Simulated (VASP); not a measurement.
MgH2 (rutile): the lattice constant c from VASP (plane waves, PAW) at several levels of theory. Static lattice.

```csv
level,lattice constant c (Å)
LDA,2.969
PBEsol,3.005
SCAN,2.981
r2SCAN,2.990
```

The cell of the LDA run:

```
MgH2
1.0
    4.41586     0.00000     0.00000
    0.00000     4.41586     0.00000
    0.00000     0.00000     2.96904
Mg H
2 4
Direct
  0.00000   0.00000   0.00000
  0.50000   0.50000   0.50000
  0.30432   0.30432   0.00000
  0.80432   0.19568   0.50000
  0.19568   0.80432   0.50000
  0.69568   0.69568   0.00000
```

Only levels that ran to the end are used. Left out are those held back, those with too coarse a band path, GW runs whose mesh misses a band edge, hybrids' fits of cells that aren't cubic and levels without matching references; a question may draw on a part of the rest.

The compound is MgH2 in the rutile structure.
